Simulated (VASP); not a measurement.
Method: r2SCAN meta-GGA, VASP's PBE PAW potentials (set 64) (plane waves; VASP 6.6.1).

VASP ran on this input.

INCAR:
```
SYSTEM = SrCuSeF
PREC = Accurate
ENCUT = 520
EDIFF = 1E-6
NELM = 100
ALGO = Normal
LREAL = .FALSE.
LASPH = .TRUE.
ISMEAR = 0
SIGMA = 0.05
METAGGA = R2SCAN
LMIXTAU = .TRUE.
LMAXMIX = 4
LWAVE = .FALSE.
LCHARG = .FALSE.
IBRION = 2
ISIF = 3
NSW = 60
EDIFFG = -0.02
```

### KPOINTS
```
Automatic mesh
0
Gamma
5 5 3
0 0 0
```

**POSCAR**
```
SrCuSeF
1
    4.0176274502     0.0000000000    -0.0000000000
    0.0000000000     4.0176274502     0.0000000000
   -0.0000000000     0.0000000000     8.7279672247
Sr Cu Se F
2 2 2 2
Direct
  0.0000000000   0.5000000000   0.6631837067
  0.5000000000   0.0000000000   0.3368162933
  0.5000000000   0.5000000000   0.0000000000
  0.0000000000   0.0000000000   0.0000000000
  0.5000000000   0.0000000000   0.8309901246
  0.0000000000   0.5000000000   0.1690098754
  0.0000000000   0.0000000000   0.5000000000
  0.5000000000   0.5000000000   0.5000000000
```

POTCAR, in this order: Sr_sv Cu Se F (PBE.64 set). Program: vasp_std.

Energy and stress use the plane-wave basis of the starting cell.

Estimate the energy per atom (σ→0), volume per atom, band gap (on the k-mesh).

energy per atom (σ→0): -13.094 eV/atom
band gap (on the k-mesh): 1.77 eV
volume per atom: 18.15 Å³/atom

File OSZICAR:
```
...
DAV:   3    -0.104748701078E+03    0.91613E-05   -0.34985E-03  1368   0.976E-01    0.101E-01
DAV:   4    -0.104748647550E+03    0.53527E-04   -0.40363E-04  1664   0.231E-01    0.494E-02
DAV:   5    -0.104748640973E+03    0.65771E-05   -0.64391E-05  1576   0.486E-02    0.171E-02
DAV:   6    -0.104748640077E+03    0.89600E-06   -0.22509E-05  1344   0.327E-02    0.788E-03
DAV:   7    -0.104748639257E+03    0.81981E-06   -0.14822E-05  1112   0.243E-02    0.303E-03
DAV:   8    -0.104748642608E+03   -0.33505E-05   -0.37517E-06   968   0.125E-02    0.136E-03
DAV:   9    -0.104748642824E+03   -0.21640E-06   -0.52658E-07   728   0.595E-03
   6 F= -.10474864E+03 E0= -.10474864E+03  d E =-.290861E-02
```

The structure comes from a computed database's SrCuSeF entry (P4/nmm); how it stands against other phases isn't given here. This run relaxes it. Symmetry was kept, so distortions that lower it aren't found. The start is the result of an earlier pass.
